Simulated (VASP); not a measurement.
Level of theory: LDA (Ceperley-Alder, Perdew-Zunger), VASP's LDA PAW potentials (set 64) (plane waves; VASP 6.6.1).

Input for VASP

**POSCAR**
```
AgCl
1.0
  0.0000000000   2.6746618795   2.6746618795
  2.6746618795   0.0000000000   2.6746618795
  2.6746618795   2.6746618795   0.0000000000
Ag Cl
1 1
Cart
  5.3493237590   5.3493237590   5.3493237590
  2.6746618795   2.6746618795   2.6746618795
```

**INCAR**
```
SYSTEM = AgCl
PREC = Accurate
ENCUT = 400
EDIFF = 1E-7
NELM = 100
ALGO = Normal
LREAL = .FALSE.
LASPH = .TRUE.
ISMEAR = 0
SIGMA = 0.05
LMAXMIX = 4
LWAVE = .FALSE.
LCHARG = .FALSE.
LORBIT = 11
ICHARG = 11
```

**KPOINTS**
```
k-points along high-symmetry lines
15
Line-mode
Reciprocal
  0.000000   0.000000   0.000000 ! GAMMA
  0.500000   0.000000   0.500000 ! X

  0.500000   0.000000   0.500000 ! X
  0.625000   0.250000   0.625000 ! U

  0.375000   0.375000   0.750000 ! K
  0.000000   0.000000   0.000000 ! GAMMA

  0.000000   0.000000   0.000000 ! GAMMA
  0.500000   0.500000   0.500000 ! L

  0.500000   0.500000   0.500000 ! L
  0.500000   0.250000   0.750000 ! W

  0.500000   0.250000   0.750000 ! W
  0.500000   0.000000   0.500000 ! X
```

POTCAR, in this order: Ag Cl (LDA.64 set). Program: vasp_std. Read from the step before: CHGCAR.

What VASP printed:

File OSZICAR:
```
       N       E                     dE             d eps       ncg     rms          rms(c)
DAV:   1     0.836861594678E+02    0.83686E+02   -0.77596E+03  2468   0.101E+03
DAV:   2    -0.408515159749E+01   -0.87771E+02   -0.82531E+02  2880   0.232E+02
DAV:   3    -0.692926626903E+01   -0.28441E+01   -0.28378E+01  2680   0.447E+01
DAV:   4    -0.694922795489E+01   -0.19962E-01   -0.19960E-01  2800   0.420E+00
DAV:   5    -0.694948626538E+01   -0.25831E-03   -0.25831E-03  2690   0.465E-01
DAV:   6    -0.694949071797E+01   -0.44526E-05   -0.44526E-05  2850   0.613E-02
DAV:   7    -0.694949080371E+01   -0.85744E-07   -0.85757E-07  2715   0.850E-03
   1 F= -.69494908E+01 E0= -.69494908E+01  d E =-.166293E-11
```

**OUTCAR**
```
 val. band max:        5.0566441284   @ k =   0.5000   0.5000   0.5000

 cond. band min:       5.7113158969   @ k =   0.0000   0.0000   0.0000



 k-point     1 :       0.0000    0.0000    0.0000
  band No.  band energies     occupation
      1     -10.7768      2.00000
      2       2.0333      2.00000
      3       2.0333      2.00000
      4       2.0333      2.00000
      5       2.0805      2.00000
      6       2.0805      2.00000
      7       2.2880      2.00000
      8       2.2880      2.00000
      9       2.2880      2.00000
     10       5.7113      0.00000
     11      15.7648      0.00000
     12      15.7648      0.00000
     13      15.7648      0.00000

 k-point     2 :       0.0357    0.0000    0.0357
  band No.  band energies     occupation
      1     -10.7675      2.00000
      2       1.7503      2.00000
      3       1.9599      2.00000
      4       1.9599      2.00000
      5       2.0277      2.00000
      6       2.0836      2.00000
      7       2.3638      2.00000
      8       2.3638      2.00000
      9       2.5641      2.00000
     10       5.8183      0.00000
     11      15.5501      0.00000
     12      15.6989      0.00000
     13      15.6989      0.00000

 k-point     3 :       0.0714    0.0000    0.0714
  band No.  band energies     occupation
      1     -10.7399      2.00000
      2       1.3174      2.00000
      3       1.8321      2.00000
      4       1.8321      2.00000
      5       2.0106      2.00000
      6       2.0928      2.00000
      7       2.4972      2.00000
      8       2.4972      2.00000
      9       2.8464      2.00000
     10       6.1245      0.00000
     11      15.1539      0.00000
     12      15.5370      0.00000
     13      15.5370      0.00000

 k-point     4 :       0.1071    0.0000    0.1071
  band No.  band energies     occupation
      1     -10.6960      2.00000
      2       0.8934      2.00000
      3       1.7051      2.00000
      4       1.7052      2.00000
...
```

The density is held fixed in this step, so its total energy and stress have no physical meaning.

The compound is AgCl in the rock salt structure. It was relaxed first, which changed the volume by -10 %.
